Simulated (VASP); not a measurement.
Energy against volume of SrTiO3 (cubic perovskite). Calculation: MS2 meta-GGA, VASP's PBE PAW potentials (set 64) (plane waves; VASP). Run with 520 eV cut-off, 6×6×6 Γ-centred mesh, Gaussian smearing of 0.050 eV, potentials Sr_sv Ti_sv O.

```csv
V (Å³/atom),E (eV/atom)
11.289,-10.51718
11.649,-10.53881
12.010,-10.54578
12.370,-10.54034
```

Problem. Fit these four points and predict the energy of the run at 12.730 Å³/atom.

Solution. A cubic in V^(−2/3), the third-order Birch-Murnaghan form, passes through the four points with V0 = 12.02 Å³/atom and B0 = 182 GPa, and gives -10.5244 eV/atom there. The run gave -10.5242 eV/atom, +0.2 meV/atom from the fit; all five points give B0 = 183 GPa.

The compound is SrTiO3 in the cubic perovskite structure, the ideal cubic form; the compound distorts at low or room temperature. It was relaxed first.
